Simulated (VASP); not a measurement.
A VASP calculation is set up with these files.

### POSCAR
```
Rb
1
   -2.7804526148     2.7804526148     2.7804526148
    2.7804526148    -2.7804526148     2.7804526148
    2.7804526148     2.7804526148    -2.7804526148
Rb
1
Direct
  0.0000000000   0.0000000000   0.0000000000
```

INCAR:
```
# general
SYSTEM   =  Rb
PREC     =  Accurate
ENCUT    =  520   # plane-wave cut-off (eV)
LREAL    =  .FALSE.   # projection in real space or not
LASPH    =  .TRUE.   # aspherical one-centre terms

# electronic loop
EDIFF    =  1E-7   # SCF stop (eV)
NELM     =  100
ALGO     =  Normal
LMAXMIX  =  4   # l cut-off of mixed one-centre charges

# smearing
ISMEAR   =  -5

# functional
GGA      =  PE   # PBE
IVDW     =  12   # D3, Becke-Johnson

# ions
ISIF     =  2   # forces and stress, cell fixed

# output
LWAVE    =  .FALSE.
LCHARG   =  .TRUE.
LORBIT   =  11   # lm-projected
NEDOS    =  601   # DOS grid
```

**KPOINTS**
```
Automatic mesh
0
Gamma
10 10 10
0 0 0
```

POTCAR, in this order: Rb_sv (PBE.64 set). Program: vasp_std.

Q: Write an equivalent input for Ansatz.

A: One equivalent input (not run):
Ansatz 0.2 input:
```yaml
crystal:
  lattice:
    - [-2.7804526, 2.7804526, 2.7804526]
    - [2.7804526, -2.7804526, 2.7804526]
    - [2.7804526, 2.7804526, -2.7804526]
  atoms:
    - { symbol: Rb, position: [0.0000000, 0.0000000, 0.0000000] }
kpoints:
  mp_grid: { grid: [10, 10, 10] }
hamiltonian:
  xc: pbe
  dispersion: d3bj
  pseudopotentials: { kind: paw }
scf:
  occupations: { method: tetrahedron }
  max_iter: 100
output: { forces: true, stress: true, eigenvalues: true }
```
Limits of the translation: each code has its own PAW files, so the cut-off isn't converted (ENCUT is set for VASP's; basis.ecutwfc is left out, and Ansatz then takes the one that its files recommend); Ansatz stops its SCF on the density residual and VASP on the energy change (EDIFF).

The compound is Rb in the bcc structure. It was relaxed first.
